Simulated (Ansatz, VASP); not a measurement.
# Mg2Co: VASP beside Ansatz

Aim: how closely do two programs agree when they are given the same cell, functional and k mesh? The cell is invented: other elements were put on sites of a known structure type. It may not be a known or stable phase. The cell is taken from a series of runs on this material, whose earlier steps may have relaxed, scaled, displaced or heated it; both programs get it as it stands. Valence electrons are named where the data sets of a main pair hold unlike numbers.

Main program and level: Ansatz 0.2.0; plane waves, with VASP 6.6.1 beside it; single point at LDA.

## 1. Set-up

The structure is tetragonal, space group P-4m2 (No. 115). Conventional cell: a = 2.702 Å, b = 2.702 Å, c = 6.793 Å, α = 90.00°, β = 90.00°, γ = 90.00°. Mg has 2 Co at 2.53 Å and 4 Mg at 2.70 Å nearest. Nearest to Co lie 4 Mg at 2.53 Å and 4 Co at 2.70 Å. Farther neighbours are not listed.

## 2. Ansatz: single point, LDA

Ansatz runs on its default PAW (the set named soft_2) files.

With cell and atoms fixed, the geometry can't cause a difference; cores, projectors, grids and the points listed under the comparison can.

input.yaml

```yaml
crystal:
  lattice:
    - [2.7016898208, 0.0, 0.0]
    - [0.0, 2.7016898208, 0.0]
    - [0.0, 0.0, 6.7929541134]
  atoms:
    - { symbol: Mg, position: [0.5, 0.0, 0.8146353671], spin: -0.009 }
    - { symbol: Mg, position: [0.0, 0.5, 0.1853646329], spin: -0.009 }
    - { symbol: Co, position: [0.0, 0.0, 0.5], spin: 1.315 }
hamiltonian:
  xc: lda
  pseudopotentials: { kind: paw }
magnetization:
  spin_polarized: true
kpoints:
  mp_grid: { grid: [12, 12, 5] }
scf:
  occupations: { method: tetrahedron }
output:
  forces: true
  stress: true
```

Launch:

```
ansatz run input.yaml --threads 2 --pin off --max-ram 4608MiB --backend cpu --events-out ev --progress --plain --runs-dir out
```

Numbers of over 12 decimals in the logs are rounded to 6 here.

What it wrote:

```text
Warning: output.forces, output.stress, relax.cell or npt_langevin: where a Kohn–Sham band that disperses or a degenerate level is filled in part under the method tetrahedron, the forces or the stress that this run publishes need not agree with its energy (scf.occupations.method in the input reference, under Limitations); prefer a smearing scheme for the forces or the stress
Engine: ansatz 0.2.0, aarch64-unknown-linux-gnu
Pseudopotentials: kind: paw
Pseudopotential: Mg, paw, valence charge 10, recommended cutoff 420 eV (normal), Mg.paw.azcp
Pseudopotential: Co, paw, valence charge 17, recommended cutoff 420 eV (normal), Co.paw.azcp
Functional definition: SPW92
  exchange = slater_x
  correlation = pw_c
Crystal: 3 atoms, lattice volume = 49.583 Å³
Basis set: ecut = 420 eV, 979 PW (Γ)
Bands: 24, of which v1, the nominal top of the filled ones, is band 19 counted from 1 (18 counted from 0)
Symmetry: 8 space group operations
Space group: P-4m2 (ITA 115), of the structure as read, at distance tolerance 3.7e-5 Å
Magnetic group: BNS 115.283 (UNI 943), of the structure as read, at distance tolerance 3.7e-5 Å
k-points: 84 of 720 (time reversal used)
Non-local potential: Mg, projectors of the file, l = 0: 3, l = 1: 2, l = 2: 1
Non-local potential: Co, projectors of the file, l = 0: 3, l = 1: 2, l = 2: 3, l = 3: 1
PAW form: soft (Blöchl's): semilocal exchange-correlation on the pseudo side does not see the compensation charge
PAW frozen core: Mg, regenerated for the run's functional, and the local potential with it (the file was generated under x = pbe(κ = 0.804, μ = 0.219515), c = pbe(β = 0.066725))
PAW frozen core: Co, regenerated for the run's functional, and the local potential with it (the file was generated under x = pbe(κ = 0.804, μ = 0.219515), c = pbe(β = 0.066725))
PAW one-centre angular grid: Mg, 110 points (default); XC on 64 Gauss nodes
PAW one-centre angular grid: Co, 590 points (default); XC on 64 Gauss nodes
Initial density: superposition of atomic densities (chi_scale 0.1, normalization cell, long waves kept (reshape's long-wave potential 0.19 eV rms))
Starting moments: Σ|m| = 1.333 μB on 3 of 3 sites
Initial wavefunctions: pseudopotential atomic-orbital guess
Functional: x = slater, c = lda
SCF iter   1: F=—  HF=-8864.366999 eV  |F-HF|=—  |Δ(HF+E_count)|=         —  Δρ=4.26e-2 (↑1.96e-2 ↓4.26e-2)  dr2=2.01e0  dr2_m=1.40e-1  M=0.989 μB ∫|m|=1.074 μB  β_m=0.30  ethr=3.10e-3  ⟨swp⟩=5.4  Hψ=16795  notcnv=0
preconditioner: auto → Kerker (q_TF=auto, 2.598 Å⁻¹)  [metal: no gap  n_scr=16 (ndim 8)  ℏωp=19.0 eV  f_vac=0.000]
spin=Collinear: Kerker preconditioning applied to the charge; magnetization (m = ρ↑ − ρ↓) channel mixes plain (no charge-response kernel on spin).
SCF iter   2: F=—  HF=-8864.349617 eV  |F-HF|=—  |Δ(HF+E_count)|=   1.74e-2  Δρ=5.16e-2 (↑1.41e-2 ↓5.16e-2)  dr2=1.12e0  dr2_m=2.25e-1  M=1.399 μB ∫|m|=1.469 μB  β_m=1.00  ethr=3.10e-3  ⟨swp⟩=2.0  Hψ=6703  notcnv=0  defer=112
SCF iter   3: F=—  HF=-8864.238571 eV  |F-HF|=—  |Δ(HF+E_count)|=   1.11e-1  Δρ=1.74e-2 (↑1.06e-2 ↓1.74e-2)  dr2=2.47e-1  dr2_m=4.93e-2  M=1.200 μB ∫|m|=1.312 μB  β_m=0.30  ethr=3.04e-3  ⟨swp⟩=2.0  Hψ=5259  notcnv=0  defer=112
SCF iter   4: F=—  HF=-8864.250905 eV  |F-HF|=—  |Δ(HF+E_count)|=   1.23e-2  Δρ=1.90e-2 (↑4.79e-3 ↓1.90e-2)  dr2=8.18e-2  dr2_m=2.63e-2  M=1.229 μB ∫|m|=1.343 μB  β_m=0.30  ethr=6.66e-4  ⟨swp⟩=2.0  Hψ=6094  notcnv=0  defer=119
SCF iter   5: F=—  HF=-8864.253645 eV  |F-HF|=—  |Δ(HF+E_count)|=   2.74e-3  Δρ=9.98e-3 (↑4.35e-3 ↓9.98e-3)  dr2=2.90e-2  dr2_m=3.98e-3  M=1.258 μB ∫|m|=1.371 μB  β_m=0.30  ethr=2.21e-4  ⟨swp⟩=1.7  Hψ=4357  notcnv=0  defer=107
SCF iter   6: F=—  HF=-8864.254295 eV  |F-HF|=—  |Δ(HF+E_count)|=   6.50e-4  Δρ=6.23e-3 (↑1.79e-3 ↓6.23e-3)  dr2=5.56e-3  dr2_m=4.76e-3  M=1.299 μB ∫|m|=1.413 μB  β_m=1.00  ethr=7.84e-5  ⟨swp⟩=2.1  Hψ=6082  notcnv=0  defer=108
SCF iter   7: F=—  HF=-8864.256686 eV  |F-HF|=—  |Δ(HF+E_count)|=   2.39e-3  Δρ=5.12e-3 (↑2.32e-3 ↓5.12e-3)  dr2=1.84e-2  dr2_m=2.30e-3  M=1.328 μB ∫|m|=1.447 μB  β_m=1.00  ethr=1.50e-5  ⟨swp⟩=2.0  Hψ=5167  notcnv=0  defer=107
SCF iter   8: F=—  HF=-8864.257494 eV  |F-HF|=—  |Δ(HF+E_count)|=   8.08e-4  Δρ=1.55e-3 (↑1.55e-3 ↓4.55e-4)  dr2=1.26e-3  dr2_m=1.71e-4  M=1.318 μB ∫|m|=1.440 μB  β_m=0.30  ethr=1.50e-5  ⟨swp⟩=2.0  Hψ=5215  notcnv=0  defer=107
SCF iter   9: F=—  HF=-8864.260427 eV  |F-HF|=—  |Δ(HF+E_count)|=   2.93e-3  Δρ=1.38e-3 (↑1.17e-3 ↓1.38e-3)  dr2=2.60e-3  dr2_m=9.83e-5  M=1.326 μB ∫|m|=1.450 μB  β_m=1.00  ethr=3.41e-6  ⟨swp⟩=1.8  Hψ=5898  notcnv=0  defer=105
SCF iter  10: F=—  HF=-8864.261620 eV  |F-HF|=—  |Δ(HF+E_count)|=   1.19e-3  Δρ=5.57e-4 (↑5.57e-4 ↓3.37e-4)  dr2=1.08e-4  dr2_m=2.27e-5  M=1.321 μB ∫|m|=1.447 μB  β_m=0.30  ethr=3.41e-6  ⟨swp⟩=2.0  Hψ=4953  notcnv=0  defer=107
[...]
spin-set hold released at iteration 21 (site moments' squared step at or under half its running peak, from the soft ceiling on): the magnetisation degrees of freedom join the quasi-Newton model from the next iteration; the mixer history was flushed
[...]
SCF iter  23: F=—  HF=-8864.263399 eV  |F-HF|=—  |Δ(HF+E_count)|=   4.06e-5  Δρ=4.61e-4 (↑3.14e-4 ↓4.61e-4)  dr2=2.31e-5  dr2_m=6.30e-5  M=1.336 μB ∫|m|=1.468 μB  β_m=0.26  ethr=1.86e-7  ⟨swp⟩=2.0  Hψ=5747  notcnv=0  defer=110
SCF iter  24: F=—  HF=-8864.263399 eV  |F-HF|=—  |Δ(HF+E_count)|=   3.51e-7  Δρ=4.05e-4 (↑1.73e-4 ↓4.05e-4)  dr2=1.82e-5  dr2_m=3.62e-5  M=1.334 μB ∫|m|=1.467 μB  β_m=0.49  ethr=6.23e-8  ⟨swp⟩=2.0  Hψ=6273  notcnv=0  defer=110
SCF iter  25: F=—  HF=-8864.263400 eV  |F-HF|=—  |Δ(HF+E_count)|=   4.79e-7  Δρ=1.94e-4 (↑1.62e-5 ↓1.94e-4)  dr2=2.12e-5  dr2_m=4.20e-6  M=1.332 μB ∫|m|=1.465 μB  β_m=0.58  ethr=4.92e-8  ⟨swp⟩=2.0  Hψ=6673  notcnv=0  defer=110
SCF iter  26: F=—  HF=-8864.263397 eV  |F-HF|=—  |Δ(HF+E_count)|=   2.86e-6  Δρ=1.86e-5 (↑1.22e-5 ↓1.86e-5)  dr2=2.26e-7  dr2_m=1.76e-8  M=1.333 μB ∫|m|=1.465 μB  β_m=0.79  ethr=4.92e-8  ⟨swp⟩=2.0  Hψ=4761  notcnv=0  defer=110
SCF iter  27: F=—  HF=-8864.263396 eV  |F-HF|=—  |Δ(HF+E_count)|=   2.22e-7  Δρ=2.23e-5 (↑9.07e-6 ↓2.23e-5)  dr2=3.68e-7  dr2_m=2.33e-8  M=1.333 μB ∫|m|=1.466 μB  β_m=0.79  ethr=6.10e-10  ⟨swp⟩=2.0  Hψ=5035  notcnv=0  defer=110
iter 28 met the thresholds in force, and the SCF goes on: an eigenvalue changes by 22.21 meV, over its tolerance of 10.00 meV (output.eigenvalues, Limitations)
SCF iter  28: F=-8864.263397 eV  HF=-8864.263397 eV  |F-HF|=3.60e-8  |Δ(HF+E_count)|=   2.43e-7  Δρ=7.85e-6 (↑1.41e-6 ↓7.85e-6)  dr2=4.49e-8  dr2_m=5.06e-9  M=1.333 μB ∫|m|=1.465 μB  β_m=0.89  ethr=2.70e-10  ⟨swp⟩=3.9  Hψ=14473  notcnv=0
iter 29 met the thresholds in force, and the SCF goes on: an eigenvalue changes by 22.21 meV, over its tolerance of 10.00 meV (output.eigenvalues, Limitations)
SCF iter  29: F=-8864.263397 eV  HF=-8864.263397 eV  |F-HF|=2.97e-8  |Δ(HF+E_count)|=   3.56e-8  Δρ=6.40e-6 (↑1.76e-6 ↓6.40e-6)  dr2=3.34e-8  dr2_m=2.58e-9  M=1.333 μB ∫|m|=1.465 μB  β_m=0.72  ethr=1.21e-10  ⟨swp⟩=1.2  Hψ=8755  notcnv=0
SCF iter  30: F=-8864.263397 eV  HF=-8864.263397 eV  |F-HF|=3.18e-10  |Δ(HF+E_count)|=   3.71e-8  Δρ=5.91e-7 (↑2.17e-7 ↓5.91e-7)  dr2=3.27e-10  dr2_m=1.96e-11  M=1.333 μB ∫|m|=1.465 μB  ethr=9.02e-11  ⟨swp⟩=2.0  Hψ=11748  notcnv=0
SCF 1 converged in 30 iterations: F = -8864.263397 eV  dr2 = 3.27e-10
  greatest PAW one-centre occupation: 1.003 electrons in one spin orbital (limit 2), on the Co atom at site 2 (counted from 0), in its partial waves of l = 1
this state was not tested for a lower state beside it, because cold or Methfessel-Paxton smearing, or corrected tetrahedra, fill the levels in a way that the test cannot read (fill_not_monotonic; see scf.lower_state_search)
SCF converged after 30 iterations
an eigenvalue changed by more than its tolerance at an iteration that met the thresholds in force, so the SCF went on 2 times: the last check found none over its tolerance
Magnetization: 1.3331 μB (19.1665 up, 17.8335 down)
Absolute magnetization: 1.4655 μB (∫|ρ↑−ρ↓|, with the PAW one-centre terms)
Spin contamination: 0.0593 ħ² per cell (⟨S²⟩ above its minimum at these occupations)
Per-site moments (μB) at R_I (Å): [(-0.0085792, 1.042968), (-0.0085792, 1.042968), (1.369305, 1.042968)]
Free energy (F): -8864.263397 eV
Harris-Foulkes:  -8864.263397 eV  (|F-HF|=3.18e-10)
Internal energy: -8864.262952 eV  (E = F + TS)
E sigma→0 (E₀):  -8864.263397 eV
Entropy (-TS):   -0.000445 eV (-0.148 meV/atom)
Fermi energy:    9.138284 eV
--- Per-component energies (eV) ---
  E_band       = -1030.944078
  E_kinetic    = 606.253457
  E_local      = -7119.733974  (includes V_loc(G=0)·N_el)
  E_nonlocal   = 658.122217
  E_hartree    = 2826.287735
  E_xc         = -213.860004
  E_vxc        = -277.729353  (∫ρ·V_xc dr)
  E_paw        = -1997.443597  (= ΣΔE_a)
  E_vpaw       = -550.430481  (= ΣTr[D̂ρ^β])
  E_aug_tail   = 0.000034  (compensation charges beyond the density's cutoff)
  E_ewald      = -3624.608029
  E_core_change = 0.719209  (= ΣΔE_core)
  E_smearing   = -0.000445  (= −TS)
  E_closure    = -0.000000  (closes the sum)
  Σ components = -8864.263397   (vs F -8864.263397, Δ=0.00e0)
--- Forces (eV/Å), atoms counted from 1 ---
  atom   1  Mg     0.00000000     0.00000000     0.00724548
  atom   2  Mg     0.00000000     0.00000000    -0.00724548
  atom   3  Co    -0.00000000     0.00000000     0.00000000
  max |Σ_I F_I| component: 0.00e0 eV/Å
--- Stress (GPa, compression-positive) ---
        0.563215       0.000000       0.000000
        0.000000       0.563215       0.000000
        0.000000       0.000000       0.940956
  P = ⅓ Tr σ = 0.6891 GPa (6.891 kbar)
--- Band table (eV; the first three rows and the last of 168) ---
  k-point 0 ↑: bands = [... 15 lower, 6.4092, 7.0071, 7.8953, 7.8953, 7.9660, 13.6350, 15.3809, 18.9239, ... 1 higher]
  k-point 1 ↑: bands = [... 15 lower, 6.4084, 7.1788, 7.8953, 7.8953, 7.9659, 12.1649, 17.0324, 18.8784, ... 1 higher]
  k-point 2 ↑: bands = [... 15 lower, 6.4033, 7.8953, 7.8953, 7.9308, 7.9659, 10.4590, 18.7878, 19.2573, ... 1 higher]
  k-point 83 ↓: bands = [... 15 lower, 8.2296, 9.9980, 11.1346, 11.3555, 11.8738, 11.8738, 13.5676, 13.5676, ... 1 higher]
```

The column dr2 measures how far the density is from self-consistency, as an energy; F and HF (Harris–Foulkes) agree once it is small.

The run ends at a pressure of 0.69 GPa, with forces up to 0.0072 eV/Å.

(Continued in part 2 of 2.)

[Lines on the potential files, build, host, timing and source positions are cut from VASP's logs without a mark.]

[Logs are printed without paths, hosts, clocks, repeated set-up lines and the standing remarks that a program may print on its own settings, such as how far it seeks lower states.]

[Hosts, paths, dates, database ids (printed as entryN), source tags and the programs' standing remarks are cut or masked in the printed files.]
